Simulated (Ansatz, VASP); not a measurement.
**Cross-check of Zr (Zirconium) between VASP and Ansatz**

Wanted: the spread between two codes on one cell, functional and k mesh. The cell is taken from a series of runs on this material, whose earlier steps may have relaxed, scaled, displaced or heated it; both programs get it as it stands.

Calculated with Ansatz 0.2.0; plane waves, with VASP 6.6.1 beside it; zone-centre phonons at LDA.

## (1) Set-up

Symmetry: P6_3/mmc, No. 194, hexagonal system. The conventional cell has a = 3.155 Å, b = 3.155 Å, c = 5.065 Å, α = 90.00°, β = 90.00°, γ = 120.00°. Nearest to Zr lie 12 Zr at 3.12 to 3.16 Å.

## (2) Ansatz: zone-centre phonons, LDA, pair 1

Ansatz runs on its PAW soft_1 files.

Second derivatives magnify differences that forces hide, and they need a tight electronic threshold.

input.yaml reads:

```yaml
crystal:
  lattice:
    - [3.1553331512, 0.0, 0.0]
    - [-1.5776665756, 2.7325986663, 0.0]
    - [0.0, 0.0, 5.0654014014]
  atoms:
    - { symbol: Zr, position: [0.3333333333, 0.6666666667, 0.25] }
    - { symbol: Zr, position: [0.6666666667, 0.3333333333, 0.75] }
kpoints:
  mp_grid: { grid: [10, 10, 4] }
hamiltonian:
  xc: lda
  pseudopotentials: { kind: paw, azcp: { folder: soft_1 }, xc_functional: pbe }
scf:
  occupations: { method: gaussian, width: 0.1 }
output:
  eigenvalues: true
basis:
  ecutwfc: 260.0
phonons:
  method: dfpt
  qmesh: [2, 2, 1]
  temperatures: { t_max: 1000, t_step: 50 }
  qpath:
    path:
      - [[0.0, 0.0, 0.0], [0.5, 0.0, 0.0], [0.33333333, 0.33333333, 0.0], [0.0, 0.0, 0.0], [0.0, 0.0, 0.5], [0.5, 0.0, 0.5], [0.33333333, 0.33333333, 0.5], [0.0, 0.0, 0.5]]
      - [[0.5, 0.0, 0.5], [0.5, 0.0, 0.0]]
      - [[0.33333333, 0.33333333, 0.5], [0.33333333, 0.33333333, 0.0]]
    npoints: 10
```

On the command line:

```console
$ ansatz run input.yaml --threads 8 --pin off --max-ram 15360MiB --backend cpu --events-out ev --progress --plain --runs-dir out
```

Numbers of over 12 decimals in the logs are rounded to 6 here.

The log of the run:

```text
Warning: basis.ecutwfc = 260 eV is below the records' recommended 420 eV, and the density's cutoff is lower with it unless basis.ecutrho_ratio is high enough to keep the records' density cutoff: compare with a run at a higher cutoff
Engine: ansatz 0.2.0, x86_64-unknown-linux-gnu
Pseudopotentials: kind: paw
Pseudopotential: Zr, paw, valence charge 12, recommended cutoff 420 eV (normal), soft_1/Zr.paw.azcp
Functional definition: SPW92
  exchange = slater_x
  correlation = pw_c
Crystal: 2 atoms, lattice volume = 43.675 Å³
Basis set: ecut = 260 eV, 391 PW (Γ), exchange–correlation on 36×36×60 points (8 copies of the dense FFT grid, shifted against one another)
Bands: 16, of which v1, the nominal top of the filled ones, is band 12 counted from 1 (11 counted from 0)
Symmetry: 24 space group operations
k-points: 42 of 400
Non-local potential: Zr, projectors of the file, l = 0: 3, l = 1: 2, l = 2: 2, l = 3: 1
PAW form: soft (Blöchl's): semilocal exchange-correlation on the pseudo side does not see the compensation charge
PAW frozen core: Zr, regenerated for the run's functional, and the local potential with it (the file was generated under x = pbe(κ = 0.804, μ = 0.219515), c = pbe(β = 0.066725))
PAW one-centre angular grid: Zr, 590 points (default); XC on 64 Gauss nodes
Initial density: superposition of atomic densities (chi_scale 0.1, normalization cell)
Initial wavefunctions: pseudopotential atomic-orbital guess
Functional: x = slater, c = lda
SCF iter   1: F=—  HF=-8154.990741 eV  |F-HF|=—  |Δ(HF+E_count)|=         —  Δρ=2.92e-2  dr2=4.64e-1  ethr=3.10e-3  ⟨swp⟩=4.9  Hψ=2837  notcnv=0
preconditioner: auto → none  [metal: Δε(μ)=0.044 eV  Ē_g=3.425 eV  σ=0.100 eV  W_gap=0.24  n_scr=8 (ndim 8)  ℏωp=15.9 eV  f_vac=0.000  D(μ)=2.04/eV (n_scr^D=22)  sad-step TF]
SCF iter   2: F=—  HF=-8154.867770 eV  |F-HF|=—  |Δ(HF+E_count)|=   1.23e-1  Δρ=1.78e-2  dr2=1.70e-1  ethr=1.93e-3  ⟨swp⟩=2.0  Hψ=1156  notcnv=0  defer=4
SCF iter   3: F=—  HF=-8154.805563 eV  |F-HF|=—  |Δ(HF+E_count)|=   6.22e-2  Δρ=9.04e-4  dr2=3.52e-4  ethr=7.08e-4  ⟨swp⟩=3.0  Hψ=1323  notcnv=0  defer=4
SCF iter   4: F=—  HF=-8154.805482 eV  |F-HF|=—  |Δ(HF+E_count)|=   8.07e-5  Δρ=1.42e-4  dr2=4.96e-6  ethr=1.47e-6  ⟨swp⟩=2.7  Hψ=1112  notcnv=0  defer=4
SCF iter   5: F=—  HF=-8154.805483 eV  |F-HF|=—  |Δ(HF+E_count)|=   6.33e-7  Δρ=1.82e-5  dr2=4.06e-8  ethr=2.07e-8  ⟨swp⟩=2.9  Hψ=1211  notcnv=0  defer=4
SCF iter   6: F=—  HF=-8154.805483 eV  |F-HF|=—  |Δ(HF+E_count)|=   8.95e-8  Δρ=1.13e-6  dr2=4.96e-10  ethr=1.69e-10  ⟨swp⟩=2.6  Hψ=970  notcnv=0  defer=4
SCF iter   7: F=—  HF=-8154.805483 eV  |F-HF|=—  |Δ(HF+E_count)|=  1.08e-10  Δρ=3.05e-7  dr2=3.71e-11  ethr=1.00e-12  ⟨swp⟩=5.4  Hψ=2645  notcnv=0
SCF iter   8: F=-8154.805483 eV  HF=-8154.805483 eV  |F-HF|=9.09e-13  |Δ(HF+E_count)|=  1.09e-11  Δρ=3.13e-8  dr2=3.79e-13  ethr=1.00e-12  ⟨swp⟩=4.8  Hψ=2459  notcnv=0
SCF 1 converged in 8 iterations: F = -8154.805483 eV  dr2 = 3.79e-13
  greatest PAW one-centre occupation: 0.995 electrons in one spin orbital (limit 2), on the Zr atom at site 1 (counted from 0), in its partial waves of l = 0
NSCF: frozen V_eff on 42 k-points
NSCF: frozen V_eff on 93 k-points
DFPT response loops at q = (0, 0, 0) (fractional): preconditioner auto → Kerker (q_TF=auto, 2.469 Å⁻¹) (partly filled bands, converged f_vac=0.000); β = 1.00, the filter's whole step (`scf.mixing.beta` (0.50) is not read by the response loops under this deck's `scf.mixing.preconditioner`; to damp them name `kerker` or `kerker_dos`, under which they read `scf.mixing.beta`, and type it under 1.00, their step now; both keys bind the ground state too); Broyden in place of MSR1
NSCF: frozen V_eff on 186 k-points
DFPT response loops at q = (0, -0.5, 0) (fractional): mixed as the last ones told, above
SCF converged after 8 iterations
Free energy (F): -8154.805483 eV
Harris-Foulkes:  -8154.805483 eV  (|F-HF|=9.09e-13)
Internal energy: -8154.794701 eV  (E = F + TS)
E sigma→0 (E₀):  -8154.800092 eV
Entropy (-TS):   -0.010782 eV (-5.391 meV/atom)
Fermi energy:    14.807816 eV
--- Per-component energies (eV) ---
  E_band       = -173.029037
  E_kinetic    = 634.474418
  E_local      = -1156.147627  (includes V_loc(G=0)·N_el)
  E_nonlocal   = 159.052068
  E_hartree    = 374.877374
  E_xc         = -307.610091
  E_vxc        = -365.645588  (∫ρ·V_xc dr)
  E_paw        = -5717.713726  (= ΣΔE_a)
  E_vpaw       = -194.516768  (= ΣTr[D̂ρ^β])
  E_aug_tail   = -0.000299  (compensation charges beyond the density's cutoff)
  E_ewald      = -2142.467618
  E_core_change = 0.740800  (= ΣΔE_core)
  E_smearing   = -0.010782  (= −TS)
  E_closure    = 0.000000  (closes the sum)
  Σ components = -8154.805483   (vs F -8154.805483, Δ=0.00e0)
--- Band table (eV; the first three rows and the last of 42) ---
  k-point 0: bands = [... 8 lower, 9.0135, 11.5496, 15.6309, 15.6309, 15.7265, 16.2200, 16.3791, 16.3791]
  k-point 1: bands = [... 8 lower, 9.5525, 11.5117, 15.3357, 15.3635, 15.4600, 15.4600, 16.0244, 16.0244]
  k-point 2: bands = [... 8 lower, 10.7872, 10.7872, 14.7831, 14.7831, 15.5400, 15.5400, 15.5400, 15.5400]
  k-point 41: bands = [... 8 lower, 12.9065, 12.9065, 13.7314, 13.7314, 14.8011, 14.8011, 16.8306, 16.8306]
--- Phonons (Γ-DFPT): 2 representative perturbations + reference (Σ response iterations 6) ---
  ASR residual: 8.765e-6 → 0.000e0 eV/Å²; symmetrization residual: 9.692e-13 eV/Å²
  ASR residual per site (eV/Å²): 8.77e-6 8.77e-6
  Γ frequencies (cm⁻¹): 0.00 0.00 0.00 55.28 55.28 172.65
--- Phonons (arbitrary-q DFPT): 2 irreducible q on the 2×2×1 mesh ---
  q = [0.0000, 0.0000, 0.0000] (star 1, of the zone-centre solve; hermiticity 2.68e-15, symmetrization 1.94e-13): -0.00 -0.00 -0.00 55.28 55.28 172.65
  q = [0.0000, -0.5000, 0.0000] (star 3, 3 solved perturbations on 93 of 400 k-point pairs; hermiticity 9.18e-15, symmetrization 1.98e-14): 68.24 78.91 149.39 152.16 178.32 185.14
  sum rule: each row above includes the acoustic sum rule's correction from the zone centre's row sums; it moved no ω² by more than (0.16 cm⁻¹)²
  mesh force constants: q→R imaginary residual 1.45e-17; ASR residual 8.765e-6 → 0.000e0 eV/Å²; symmetrization residual 6.217e-15 eV/Å²
  interpolated dispersion: 93 rows × 6 modes
  density of states and harmonic sums: on the 22×22×12 q-mesh, interpolated from the force constants of a 2×2×1 supercell (no non-analytic term)
  largest difference from the sums on the solved wave vectors: F 1.24e-1 eV, S 1.89e-4 and C_V 6.46e-5 eV/K
  zero-point energy: 0.046050 eV/cell   skipped modes (ω ≤ 0): 3   left out of the sums: 8.61e-5 of the cell's modes: C_V's classical limit lies that fraction below 3 k_B per atom; for a crystal, a wire or a layer, F and S can be off by more, and a phonons.interpolated_qmesh denser along its periods is the remedy for the sampling
```

The column dr2 measures how far the density is from self-consistency, as an energy; F and HF (Harris–Foulkes) agree once it is small.

(Continued in part 2 of 2.)

[Lines on the potential files, build, host, timing and source positions are cut from VASP's logs without a mark.]

[Logs are printed without paths, hosts, clocks, repeated set-up lines and the standing remarks that a program may print on its own settings, such as how far it seeks lower states.]

[Hosts, paths, dates, database ids (printed as entryN), source tags and the programs' standing remarks are cut or masked in the printed files.]
